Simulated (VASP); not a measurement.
# InP with r2SCAN: from relaxation to properties

How well does r2SCAN reproduce what experiment finds for InP? The cell is relaxed first, and properties follow on it. The steps: relaxing cell and atoms (r2SCAN), second relaxation, density, ELF and potential (r2SCAN), band structure (r2SCAN), total and projected DOS (r2SCAN), elastic constants (r2SCAN), electric field gradients (r2SCAN) and dielectric tensor and Born charges (r2SCAN). The start is a cell from a database of measured crystal structures.

Program: VASP 6.6.1. Level of theory: r2SCAN; plane waves and PAW (In_d, P). Results are calculated unless marked as measured.

**Measured values to reproduce.**

“Universal growth of ultra-thin III–V semiconductor single crystals” (2020, pmc:7414113) reports for InP, zinc blende, by Raman, 532 nm excitation (bulk InP reference crystal): Raman mode (TO, bulk) 306 cm⁻¹ [bulk reference spectrum shown in the supplement; assignment to TO implied by order].

Most raw output is cut from this account.

The database entry behind the starting cell differs from later determinations by our own check (0.1 to 0.3 % short, probably kX units), so it need not match the best structure at ambient conditions.

**1. Starting point**

Before any relaxation, the start is as follows. Symmetry: F-43m, No. 216, cubic system. Conventional cell: a = 5.861 Å, b = 5.861 Å, c = 5.861 Å, α = 90.00°, β = 90.00°, γ = 90.00°. Nearest to In lie 4 P at 2.54 Å. P has 4 In at 2.54 Å nearest. Farther neighbours are not listed.

**2. Relaxing cell and atoms (r2SCAN)**

Properties are meant for the cell that this level of theory prefers, so cell and atoms are relaxed first (ISIF = 3) until forces and stress are small; EDIFFG sets the threshold. r2SCAN adds the kinetic-energy density, costs more than a GGA and is run with LASPH.

Input file INCAR:

```
SYSTEM = InP
PREC = Accurate
ENCUT = 400
EDIFF = 1E-06
NELM = 100
ISMEAR = 0
SIGMA = 0.05
LREAL = .FALSE.
ALGO = Normal
METAGGA = R2SCAN
LASPH = .TRUE.
NBANDS = 15
LORBIT = 11
LWAVE = .FALSE.
LCHARG = .FALSE.
KPAR = 2
IBRION = 2
NSW = 60
ISIF = 3
EDIFFG = -0.01
```

Input file POSCAR:

```
InP
1.0
    0.0000000000      2.9305000000      2.9305000000
    2.9305000000      0.0000000000      2.9305000000
    2.9305000000      2.9305000000      0.0000000000
In P
1 1
Direct
    0.0000000000      0.0000000000      0.0000000000
    0.2500000000      0.2500000000      0.2500000000
```

Input file KPOINTS:

```
Automatic mesh
0
Gamma
6 6 6
0 0 0
```

PAW data sets: In_d and P (PBE family, release 64).

Started as:

```
$ mpirun -np 2 vasp_std
```

The job ended after 90 s (2 MPI ranks of AMD EPYC 7R43, shared host; peak memory 0.25 GiB).

The gap is read on the k-mesh alone, so it is an upper bound where the band edges lie off the mesh. The PAW data sets were made with PBE, which is usual practice but a small mismatch for other functionals. The run keeps the 24 symmetry operations of its start, so it cannot find a distortion of lower symmetry.

The steps of the relaxation:

| step | energy less that of the first step (eV) | largest force (eV/Å) | pressure (GPa) | volume (Å³) |
| --- | --- | --- | --- | --- |
| 1 | 0.0000 | 0.0000 | 1.61 | 50.33 |
| 2 | -0.0029 | 0.0000 | -0.99 | 52.20 |
| 3 | -0.0053 | 0.0000 | 0.02 | 51.42 |

| conventional cell, symmetrised | before | after | change |
| --- | --- | --- | --- |
| a (Å) | 5.861 | 5.903 | +0.7 % |
| b (Å) | 5.861 | 5.903 | +0.7 % |
| c (Å) | 5.861 | 5.903 | +0.7 % |
| volume (Å³/atom) | 25.17 | 25.71 | +2.2 % |

Final coordinates:

```
In P
1.0
     0.00000    2.95149    2.95149
     2.95149    0.00000    2.95149
     2.95149    2.95149    0.00000
In P
1 1
Direct
  0.00000 0.00000 0.00000
  0.25000 0.25000 0.25000
```

Numbers from this step:

| Item | Value |
| --- | --- |
| electrons | 18 |
| bands | 15 |
| irreducible k-points | 16 |
| symmetry operations | 24 |
| free energy (TOTEN) | -32.29 eV |
| Fermi energy | 5.039 eV |
| pressure | 0.02243 GPa |
| metallic | no |
| valence top at k | 0, 0, 0 |
| conduction bottom at k | 0, 0, 0 |
| least direct gap at k | 0, 0, 0 |
| SCF cycles over all ionic steps | 33 |
| gap on the k-mesh | 1.042 eV |
| least direct gap on the k-mesh | 1.042 eV |

It ends with forces that vanish by symmetry and a pressure of 0.02 GPa. The volume lies +2.2 % from that of the database's start.

**3. Second relaxation**

A relaxation keeps the plane waves of the cell it began with, so it is repeated from the new cell, on a basis made for it.

INCAR is that of step 2.

Input file POSCAR:

```
InP
1.0
    0.0000000000      2.9514900876      2.9514900876
    2.9514900876      0.0000000000      2.9514900876
    2.9514900876      2.9514900876      0.0000000000
In P
1 1
Direct
    0.0000000000      0.0000000000      0.0000000000
    0.2500000000      0.2500000000      0.2500000000
```

KPOINTS is that of step 2.

Started as:

```
$ mpirun -np 2 vasp_std
```

It took 63 s on 2 MPI ranks; peak memory 0.25 GiB.

Little changed from the start: no atom moved by 0.005 Å and no cell edge by 0.1 %.

Numbers from this step:

```
Fermi energy                    : 5.034 eV
pressure                        : 0.02117 GPa
SCF cycles over all ionic steps : 24
gap on the k-mesh               : 1.038 eV
least direct gap on the k-mesh  : 1.038 eV
```

It ends with forces that vanish by symmetry and a pressure of 0.02 GPa. The volume moved by only 0.05 %, so the cell is settled.

**4. Density, ELF and potential (r2SCAN)**

A single point on the relaxed cell gives a clean self-consistent state, with density, ELF and potential written out.

Edit INCAR of step 3 so:

```diff
@@ -14,7 +14,5 @@
 LWAVE = .FALSE.
-LCHARG = .FALSE.
-KPAR = 2
-IBRION = 2
-NSW = 60
-ISIF = 3
-EDIFFG = -0.01
+LCHARG = .TRUE.
+ISIF = 2
+LELF = .TRUE.
+LVHAR = .TRUE.
```

Input file POSCAR:

```
InP
1.0
    0.0000000000      2.9519336836      2.9519336836
    2.9519336836      0.0000000000      2.9519336836
    2.9519336836      2.9519336836      0.0000000000
In P
1 1
Direct
    0.0000000000      0.0000000000      0.0000000000
    0.2500000000      0.2500000000      0.2500000000
```

KPOINTS is that of step 3.

Started as:

```
$ mpirun -np 2 vasp_std
```

Elapsed: 31 s, on 2 MPI ranks; peak memory 0.2 GiB; 60 s of CPU time.

Numbers from this step:

* SCF cycles: 13
* bands: 16
* Fermi energy: 5.044 eV
* pressure: 0.03819 GPa
* gap on the k-mesh: 1.039 eV
* least direct gap on the k-mesh: 1.039 eV

Valence electrons inside each PAW sphere by angular momentum. Sphere charges, by row:

| atom | s (e) | p (e) | d (e) | tot (e) |
| --- | --- | --- | --- | --- |
| In1 | 0.814 | 0.782 | 9.9 | 11.5 |
| P2 | 1.017 | 1.507 | 0 | 2.524 |

Electrostatic potential energy in the ac plane of a cell with a along [110], b along [-110] and c along [001] of the cube at fractional y = 0.000, with atoms of In and P within 0.2 Å of it. With pseudopotentials it is smooth inside the atoms' cores, unlike the true potential.

Ten even steps from '_' (-88 eV) to '@' (4 eV), each cell a mean:
```
__..**@@@@@@@@@@@@**..____==%%@@@@@@@@@@%%--__
--++%%@@%%####%%@@%%++--==**%%@@%%##%%@@%%**--
##%%@@%%**::::**%%@@%%##%%@@@@##==::==##@@@@%%
@@@@@@%%--____--%%@@@@@@@@@@@@**..__..**@@@@@@
@@@@@@%%==____==%%@@@@@@@@@@@@**..__::**@@@@@@
@@@@@@@@##++++##@@@@@@@@@@@@@@%%**==**%%@@@@@@
@@@@@@@@@@%%%%@@@@@@@@@@@@@@@@@@@@%%@@@@@@@@@@
@@@@@@@@@@@@@@@@@@@@@@@@@@@@@@@@@@@@@@@@@@@@@@
@@@@@@@@@@@@@@@@@@@@@@@@@@@@@@@@@@@@@@@@@@@@@@
@@@@@@@@@@@@@@@@@@@@@@@@@@@@@@@@@@@@@@@@@@@@@@
@@@@@@@@@@@@@@@@@@@@@@@@@@@@@@@@@@@@@@@@@@@@@@
@@@@@@@@@@@@@@@@@@@@@@@@@@@@@@@@@@@@@@@@@@@@@@
@@@@@@@@@@@@@@@@@@@@@@@@@@@@@@@@@@@@@@@@@@@@@@
**##%%@@@@@@@@@@@@%%##++**%%@@@@@@@@@@@@@@%%**
..--##@@@@@@@@@@@@##--..::++%%@@@@@@@@@@%%++::
__..++@@@@@@@@@@@@++..____--##@@@@@@@@@@##--__
```
Columns run along a (8.3 Å; values clipped at the 3rd and 97th percentile), rows up along c (5.9 Å), edges of the conventional cell, whose origin can differ from the input's. Atoms in or near the plane, at fractional coordinates: In at (0.50, 0.00), In at (0.00, 0.00), P at (0.75, 0.75), P at (0.25, 0.75).

ELF in the ac plane of a cell with a along [110], b along [-110] and c along [001] of the cube at fractional y = 0.000, with atoms of In and P within 0.2 Å of it. It is the smooth field of the valence electrons, not physical close to the nuclei.

Values, 9 rows by 16 columns, each cell a mean:
```
0.09 0.27 0.52 0.76 0.76 0.64 0.33 0.13 0.09 0.27 0.52 0.76 0.76 0.64 0.33 0.13
0.25 0.46 0.83 0.70 0.60 0.85 0.60 0.28 0.25 0.46 0.83 0.70 0.60 0.85 0.60 0.28
0.16 0.52 0.75 0.53 0.44 0.72 0.64 0.24 0.16 0.52 0.75 0.53 0.44 0.72 0.64 0.24
0.04 0.25 0.58 0.75 0.77 0.66 0.36 0.07 0.04 0.25 0.58 0.75 0.77 0.66 0.36 0.07
0.01 0.04 0.20 0.39 0.43 0.27 0.08 0.01 0.01 0.04 0.20 0.39 0.43 0.27 0.08 0.01
0.04 0.03 0.03 0.05 0.06 0.03 0.02 0.03 0.04 0.03 0.03 0.05 0.06 0.03 0.02 0.03
0.15 0.11 0.05 0.02 0.01 0.04 0.10 0.14 0.15 0.11 0.05 0.02 0.01 0.04 0.10 0.14
0.24 0.24 0.15 0.06 0.04 0.12 0.22 0.25 0.24 0.24 0.15 0.06 0.04 0.12 0.22 0.25
0.06 0.23 0.25 0.30 0.31 0.26 0.27 0.08 0.06 0.23 0.25 0.30 0.31 0.26 0.27 0.08
```
Columns run along a (8.3 Å), rows up along c (5.9 Å), edges of the conventional cell, whose origin can differ from the input's. Atoms in or near the plane, at fractional coordinates: In at (0.50, 0.00), In at (0.00, 0.00), P at (0.75, 0.75), P at (0.25, 0.75).

Valence density in the ac plane of a cell with a along [110], b along [-110] and c along [001] of the cube at fractional y = 0.000, with atoms of In and P within 0.2 Å of it. It is the smooth field of the valence electrons, not physical close to the nuclei.

Ten steps, logarithmic in the rise over the least value, from '_' (0 e/Å³) to '@' (11 e/Å³), each cell a mean:
```
@@%%++------------++%%@@@@**==----------==##@@
##**================**##**++==============++**
==----============----====--==============--==
::----====::::====----::----====--__--====----
::::--====----====--::::::::--====::====--::::
::::::--========--::::::::::--==========--::::
::::::----====----::::::::::::----==----::::::
::::::::::----::::::::::::::::::------::::::::
::::::::::::::::::::::::::::::::::::::::::::::
::::::::::::::::::::::::::::::::::::::::::::::
::::::::::::::::::::::::::::::::::::::::::::::
::::::::::::::::::::::::::::::::::::::::::::::
----::::::::::::::::------::::::::::::::::::--
++==--::::::::::::--==++++--::::::::::::--==++
%%##==--::::::::--==##%%%%**--::::::::::--**%%
@@%%++--::::::::--++%%@@@@##==--::::::--==##@@
```
Columns run along a (8.3 Å), rows up along c (5.9 Å), edges of the conventional cell, whose origin can differ from the input's. Atoms in or near the plane, at fractional coordinates: In at (0.50, 0.00), In at (0.00, 0.00), P at (0.75, 0.75), P at (0.25, 0.75).

In this run the pressure is 0.04 GPa, small enough to go on.

**5. Band structure (r2SCAN)**

Levels along the symmetry lines show where the bands peak and cross; KPOINTS_OPT computes them in the converged potential.

Input file INCAR:

```
SYSTEM = InP
PREC = Accurate
ENCUT = 400
EDIFF = 1E-06
NELM = 100
ISMEAR = 0
SIGMA = 0.05
LREAL = .FALSE.
ALGO = Normal
METAGGA = R2SCAN
LASPH = .TRUE.
NBANDS = 21
LORBIT = 11
LWAVE = .FALSE.
LCHARG = .FALSE.
KPAR = 2
```

POSCAR is that of step 4.

KPOINTS is that of step 4.

Input file KPOINTS_OPT:

```
Line mode
16
Line-mode
Reciprocal
  0.00000000   0.00000000   0.00000000 GAMMA
  0.50000000   0.00000000   0.50000000 X

  0.50000000   0.00000000   0.50000000 X
  0.50000000   0.25000000   0.75000000 W

  0.50000000   0.25000000   0.75000000 W
  0.37500000   0.37500000   0.75000000 K

  0.37500000   0.37500000   0.75000000 K
  0.00000000   0.00000000   0.00000000 GAMMA

  0.00000000   0.00000000   0.00000000 GAMMA
  0.50000000   0.50000000   0.50000000 L

  0.50000000   0.50000000   0.50000000 L
  0.62500000   0.25000000   0.62500000 U

  0.62500000   0.25000000   0.62500000 U
  0.50000000   0.25000000   0.75000000 W

  0.50000000   0.25000000   0.75000000 W
  0.50000000   0.50000000   0.50000000 L

  0.50000000   0.50000000   0.50000000 L
  0.37500000   0.37500000   0.75000000 K

  0.62500000   0.25000000   0.62500000 U
  0.50000000   0.00000000   0.50000000 X
```

Started as:

```
$ mpirun -np 2 vasp_std
```

Elapsed: 3.8 min, on 2 MPI ranks; peak memory 0.26 GiB.

Spin-orbit coupling is off here; with elements this heavy it splits and shifts levels by tenths of an eV or more.

Numbers from this step:

| Quantity | Value |
| --- | --- |
| bands | 21 |
| Fermi energy | 5.000 eV |
| pressure | 0.03849 GPa |
| least gap on mesh and path | 1.039 eV |
| least direct gap on mesh and path | 1.039 eV |

Electronic bands along the path, in eV, zero at the valence-band top; v1 is the highest filled band, c1 the lowest empty one:

| point | v3 | v2 | v1 | c1 | c2 | c3 | c4 |
| --- | --- | --- | --- | --- | --- | --- | --- |
| Γ | 0.00 | 0.00 | 0.00 | 1.04 | 4.44 | 4.44 | 4.44 |
| 0.53 of the way | -3.57 | -1.52 | -1.52 | 2.68 | 3.42 | 7.04 | 7.04 |
| X | -5.78 | -2.34 | -2.34 | 2.04 | 2.54 | 9.74 | 10.16 |
| 0.47 of the way | -5.72 | -2.64 | -2.62 | 2.86 | 3.30 | 8.30 | 8.33 |
| W | -5.62 | -2.97 | -2.91 | 4.57 | 4.71 | 5.98 | 6.58 |
| 0.47 of the way | -5.62 | -3.20 | -2.42 | 3.52 | 4.74 | 6.72 | 7.27 |
| K | -5.63 | -3.31 | -1.95 | 2.65 | 4.71 | 7.96 | 7.97 |
| 0.47 of the way | -4.03 | -2.18 | -0.66 | 3.22 | 5.19 | 5.48 | 5.52 |
| Γ | 0.00 | 0.00 | 0.00 | 1.04 | 4.44 | 4.44 | 4.44 |
| 0.53 of the way | -3.69 | -0.61 | -0.61 | 2.08 | 5.18 | 5.18 | 5.89 |
| L | -5.76 | -0.98 | -0.98 | 1.80 | 5.15 | 5.15 | 7.50 |
| 0.47 of the way | -5.62 | -2.37 | -1.34 | 2.94 | 4.79 | 6.04 | 7.43 |
| U | -5.63 | -3.31 | -1.95 | 2.65 | 4.71 | 7.96 | 7.97 |
| 0.47 of the way | -5.63 | -3.23 | -2.33 | 3.33 | 4.74 | 6.89 | 7.40 |
| W | -5.62 | -2.97 | -2.91 | 4.57 | 4.71 | 5.98 | 6.58 |
| 0.47 of the way | -5.56 | -2.80 | -1.72 | 3.59 | 4.50 | 6.28 | 7.73 |
| L | -5.76 | -0.98 | -0.98 | 1.80 | 5.15 | 5.15 | 7.50 |
| 0.53 of the way | -5.59 | -2.61 | -1.43 | 3.00 | 4.89 | 6.28 | 7.31 |
| K | -5.63 | -3.31 | -1.95 | 2.65 | 4.71 | 7.96 | 7.97 |
| jump to U | -5.63 | -3.31 | -1.95 | 2.65 | 4.71 | 7.96 | 7.97 |
| 0.47 of the way | -5.74 | -2.80 | -2.22 | 2.34 | 3.25 | 8.81 | 9.13 |
| X | -5.78 | -2.34 | -2.34 | 2.04 | 2.54 | 9.74 | 10.16 |

The largest weight of each band there:

| point | v3 | v2 | v1 | c1 | c2 | c3 | c4 |
| --- | --- | --- | --- | --- | --- | --- | --- |
| Γ | P 0.75 | P 0.75 | P 0.75 | In 0.51 | In 0.96 | In 0.96 | In 0.96 |
| X | In 0.75 | P 0.60 | P 0.60 | In 0.76 | In 0.73 | P 0.81 | In 0.61 |
| W | In 0.76 | P 0.59 | P 0.54 | P 0.62 | P 0.52 | In 0.76 | In 0.92 |
| K | In 0.75 | P 0.55 | P 0.61 | In 0.73 | P 0.52 | In 0.64 | In 0.51 |
| Γ | P 0.75 | P 0.75 | P 0.75 | In 0.51 | In 0.96 | In 0.96 | In 0.96 |
| L | In 0.66 | P 0.66 | P 0.66 | In 0.66 | In 0.87 | In 0.87 | P 0.71 |

The path finds the gap of the mesh within 0.02 eV, so the mesh comes close to both band edges.

**6. Total and projected DOS (r2SCAN)**

A density of states needs more k-points than a total energy; ISMEAR = -5 takes tetrahedra, and LORBIT projects the states on the PAW spheres. The mesh is finer than in the run before.

Edit INCAR of step 5 so:

```diff
@@ -5,3 +5,3 @@
 NELM = 100
-ISMEAR = 0
+ISMEAR = -5
 SIGMA = 0.05
@@ -16 +16,2 @@
 KPAR = 2
+NEDOS = 2001
```

POSCAR is that of step 5.

Input file KPOINTS:

```
Automatic mesh
0
Gamma
8 8 8
0 0 0
```

Started as:

```
$ mpirun -np 2 vasp_std
```

Elapsed: 70 s, on 2 MPI ranks; peak memory 0.26 GiB; 2.3 min of CPU time.

This step gave:

```yaml
irreducible_k_points: 29
free_energy_toten: -32.30 eV
fermi_energy: 4.788 eV
pressure: 0.03707 GPa
gap_on_the_k_mesh: 1.041 eV
least_direct_gap_on_the_k_mesh: 1.041 eV
```

The density of states has structure finer than the step of the table below, so its rows give means over 1 eV, whole bins alone (the curve runs from -12.0 to 8.97 eV). Peaks (eV: height): total -5.5: 3.79, -2.2: 2.01, 2.9: 2.09, 4.7: 2.54; P p -5.5: 0.557, -3.1: 0.388, -2.2: 0.550, 4.7: 0.329; In p -3.1: 0.257, -2.2: 0.330, 4.8: 0.336, 5.7: 0.395; In s -5.5: 1.35, 2.9: 0.336; P s -9.6: 0.939, 2.9: 0.134.

States under -12.0 eV and over 9.0 eV are left out. The density of states by energy, zero at the valence-band top; means over each step; values in states/eV/cell:

| energy (eV) | total | P p | In p | In s | P s | In d |
| --- | --- | --- | --- | --- | --- | --- |
| -11 | 0.466 | 0.00227 | 0.00953 | 0.0634 | 0.178 | 0.0181 |
| -10 | 1.39 | 0.00454 | 0.0613 | 0.0869 | 0.606 | 0.0935 |
| -9 | 0.0995 | 1.0e-4 | 0.00583 | 0.00160 | 0.0471 | 0.00768 |
| -8 | 0 | 0 | 0 | 0 | 0 | 0 |
| -7 | 0 | 0 | 0 | 0 | 0 | 0 |
| -6 | 0.454 | 0.0665 | 0.0116 | 0.169 | 0.00896 | 0.00274 |
| -5 | 1.02 | 0.154 | 0.0418 | 0.325 | 0.0454 | 0.0123 |
| -4 | 0.295 | 0.0486 | 0.0168 | 0.0701 | 0.0254 | 0.00778 |
| -3 | 1.08 | 0.256 | 0.163 | 0.0435 | 0.0184 | 0.0198 |
| -2 | 1.76 | 0.494 | 0.279 | 0.0311 | 0.0134 | 0.0393 |
| -1 | 1.26 | 0.418 | 0.177 | 0.00881 | 0.00397 | 0.0456 |
| 0 | 0.121 | 0.0455 | 0.0123 | 4.0e-4 | 2.1e-4 | 0.00666 |
| 1 | 0.00135 | 1.3e-4 | 3.2e-5 | 3.4e-4 | 3.1e-4 | 0 |
| 2 | 0.235 | 0.0199 | 0.0187 | 0.0418 | 0.0265 | 0.00542 |
| 3 | 1.68 | 0.186 | 0.133 | 0.263 | 0.103 | 0.0546 |
| 4 | 0.912 | 0.108 | 0.109 | 0.0835 | 0.0290 | 0.0309 |
| 5 | 1.56 | 0.172 | 0.264 | 0.0615 | 0.0174 | 0.0538 |
| 6 | 1.61 | 0.157 | 0.318 | 0.0206 | 0.0249 | 0.0600 |
| 7 | 1.09 | 0.152 | 0.172 | 0.0127 | 0.0172 | 0.0497 |
| 8 | 1.03 | 0.110 | 0.125 | 0.0124 | 0.0110 | 0.0642 |

The gap on this mesh is 1.04 eV. In the top eV of the valence band the largest shares in the PAW spheres are P p 36 % and In p 12 %; in the lowest eV of the conduction band, In s 24 %, P s 19 % and P p 10 %. The rest lies in smaller channels or between the spheres.

**7. Elastic constants (r2SCAN)**

IBRION = 6 with ISIF = 3 strains the cell both ways at fixed fractional positions, and adds the ions' share afterwards from the force constants. Stress converges slowly with the basis, so the cutoff is raised.

Input file INCAR:

```
SYSTEM = InP
PREC = Accurate
ENCUT = 500
EDIFF = 1E-07
NELM = 100
ISMEAR = 0
SIGMA = 0.05
LREAL = .FALSE.
ALGO = Normal
METAGGA = R2SCAN
LASPH = .TRUE.
NBANDS = 15
LORBIT = 11
LWAVE = .FALSE.
LCHARG = .FALSE.
KPAR = 2
IBRION = 6
NFREE = 2
POTIM = 0.015
ISIF = 3
NSW = 1
```

POSCAR is that of step 6.

Input file KPOINTS:

```
Automatic mesh
0
Gamma
6 6 6
0 0 0
```

Started as:

```
$ mpirun -np 2 vasp_std
```

It took 21 min on 2 MPI ranks; peak memory 0.4 GiB.

The last energy, forces, stress and levels in OUTCAR belong to the last displaced cell, not to the cell of POSCAR.

Numbers from this step:

- bands: 15
- irreducible k-points: 16
- pressure of the cell: -0.007532 GPa
- largest force of the cell: 0 eV/Å
- mechanically stable: yes
- bulk modulus (Voigt): 68.54 GPa
- shear modulus (Voigt): 36.73 GPa
- bulk modulus (Hill): 68.54 GPa
- shear modulus (Hill): 34.60 GPa
- Young's modulus: 88.85 GPa
- Poisson's ratio: 0.2840

(Continued in part 2 of 2.)

[Lines on the potential files, build, host, timing and source positions are cut from VASP's logs without a mark.]

[Logs are printed without paths, hosts, clocks, repeated set-up lines and the standing remarks that a program may print on its own settings, such as how far it seeks lower states.]

[Hosts, paths, dates, database ids (printed as entryN), source tags and the programs' standing remarks are cut or masked in the printed files.]

[Measured values are set beside computed ones only where the two were judged alike; some that the calculation misses by far are left out.]

[In band tables of VASP the shares of atoms and orbitals are scaled to a sum of 1 inside the atoms' spheres.]
